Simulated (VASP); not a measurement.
These are PBEsol GGA, VASP's PBE PAW potentials (set 64) (plane waves; VASP) values and carry that method's errors.

Input for VASP

**INCAR**
```
# general
SYSTEM  = Ru
PREC    = Accurate
ENCUT   = 400
LREAL   = F
LASPH   = T

# electronic loop
EDIFF   = 1E-6
NELM    = 100
ALGO    = Normal   # blocked Davidson
LMAXMIX = 4

# smearing
ISMEAR  = 1
SIGMA   = 0.1

# functional
GGA     = PS   # PBEsol

# ions
IBRION  = 2   # conjugate gradients
NSW     = 60   # most ionic steps
ISIF    = 3   # ions, shape and volume
EDIFFG  = -0.01

# output
LWAVE   = F
LCHARG  = F
```

POSCAR:
```
Ru
1
    1.3449827487    -2.3295786083     0.0000000000
    1.3449827487     2.3295786083     0.0000000000
    0.0000000000     0.0000000000     4.2432325703
Ru
2
Direct
  0.3333330000   0.6666670000   0.2500000000
  0.6666670000   0.3333330000   0.7500000000
```

### KPOINTS
```
Automatic mesh
0
G
14 14 8
0 0 0
```

POTCAR, in this order: Ru_pv (PBE.64 set). Program: vasp_std.

The resulting files:

**OSZICAR**
```
       N       E                     dE             d eps       ncg     rms          rms(c)
DAV:   1     0.243622260916E+03    0.24362E+03   -0.15814E+04  4344   0.144E+03
DAV:   2    -0.163816681544E+02   -0.26000E+03   -0.25456E+03  4600   0.447E+02
DAV:   3    -0.218703725599E+02   -0.54887E+01   -0.53649E+01  4496   0.705E+01
DAV:   4    -0.219220163929E+02   -0.51644E-01   -0.51612E-01  5416   0.623E+00
DAV:   5    -0.219228966346E+02   -0.88024E-03   -0.88021E-03  4652   0.671E-01    0.203E+01
DAV:   6    -0.204547757524E+02    0.14681E+01   -0.38500E+00  4360   0.205E+01    0.516E+00
DAV:   7    -0.203466516830E+02    0.10812E+00   -0.31960E-01  4444   0.532E+00    0.108E+00
DAV:   8    -0.203360239831E+02    0.10628E-01   -0.69036E-03  4434   0.100E+00    0.302E-01
DAV:   9    -0.203353841981E+02    0.63979E-03   -0.98671E-04  5406   0.360E-01    0.404E-02
DAV:  10    -0.203354039976E+02   -0.19800E-04   -0.26554E-05  4884   0.489E-02    0.115E-02
DAV:  11    -0.203354044017E+02   -0.40410E-06   -0.23414E-06  3354   0.149E-02
   1 F= -.20335404E+02 E0= -.20334916E+02  d E =-.203354E+02
       N       E                     dE             d eps       ncg     rms          rms(c)
DAV:   1    -0.203366342555E+02   -0.12303E-02   -0.29174E-02  4346   0.205E+00    0.314E-01
DAV:   2    -0.203353940780E+02    0.12402E-02   -0.35496E-03  4354   0.641E-01    0.536E-02
DAV:   3    -0.203353531857E+02    0.40892E-04   -0.21304E-04  4434   0.140E-01    0.308E-02
DAV:   4    -0.203353650951E+02   -0.11909E-04   -0.18868E-05  5304   0.342E-02    0.588E-03
DAV:   5    -0.203353661896E+02   -0.10945E-05   -0.18772E-06  3004   0.139E-02    0.272E-03
DAV:   6    -0.203353661666E+02    0.22988E-07   -0.39245E-07  2184   0.664E-03
   2 F= -.20335366E+02 E0= -.20334888E+02  d E =0.382351E-04
       N       E                     dE             d eps       ncg     rms          rms(c)
DAV:   1    -0.203360920400E+02   -0.72585E-03   -0.15592E-02  4346   0.150E+00    0.228E-01
DAV:   2    -0.203354365661E+02    0.65547E-03   -0.18960E-03  4344   0.469E-01    0.394E-02
DAV:   3    -0.203354118004E+02    0.24766E-04   -0.11517E-04  4426   0.103E-01    0.221E-02
DAV:   4    -0.203354127076E+02   -0.90715E-06   -0.10016E-05  5266   0.252E-02    0.420E-03
DAV:   5    -0.203354126661E+02    0.41474E-07   -0.95338E-07  2304   0.100E-02
   3 F= -.20335413E+02 E0= -.20334927E+02  d E =-.826438E-05
```

OUTCAR:
```
------------------------ aborting loop because EDIFF is reached ----------------------------------------
  FORCE on cell =-STRESS in cart. coord.  units (eV):
  Direction    XX          YY          ZZ          XY          YZ          ZX
  --------------------------------------------------------------------------------------
  Total       -0.0019561     -0.0019561     -0.0129214      0.0000000      0.0000000      0.0000000
  in kB       -0.1179162     -0.1179162     -0.7789177      0.0000000      0.0000000      0.0000000
  external PRESSURE =      -0.3382500 kB  Pullay stress =       0.0000000 kB
  volume of cell :       26.58
      direct lattice vectors                 reciprocal lattice vectors
     1.344858944 -2.329364172  0.000000000     0.371786203 -0.214650850 -0.000000000
     1.344858944  2.329364172  0.000000000     0.371786203  0.214650850 -0.000000000
     0.000000000  0.000000000  4.242132282    -0.000000000  0.000000000  0.235730508
 POSITION                                       TOTAL-FORCE (eV/Angst)
 -----------------------------------------------------------------------------------
      1.34486      0.77646      1.06053        -0.000000     -0.000000      0.000000
      1.34486     -0.77646      3.18160         0.000000      0.000000      0.000000
 -----------------------------------------------------------------------------------
    total drift:                               -0.000000      0.000497     -0.000045
  FREE ENERGIE OF THE ION-ELECTRON SYSTEM (eV)
  ---------------------------------------------------
  free  energy   TOTEN  =       -20.3354126661 eV

  energy  without entropy=      -20.3339550740  energy(sigma->0) =      -20.33492680

 reached required accuracy - stopping structural energy minimisation
```
(Selected blocks of OUTCAR.)

CONTCAR:
```
Ru
   1.00000000000000
     1.3448589439328054   -2.3293641721109566    0.0000000000000000
     1.3448589439328054    2.3293641721109566    0.0000000000000000
     0.0000000000000000    0.0000000000000000    4.2421322822707932
  Ru
     2
Direct
     0.3333330000000032    0.6666669999999968    0.2500000000000000
     0.6666669999999968    0.3333330000000032    0.7500000000000000
```

The compound is Ru in the hcp structure. This run relaxes it. Symmetry was kept, so distortions that lower it aren't found. The start is the result of an earlier pass.
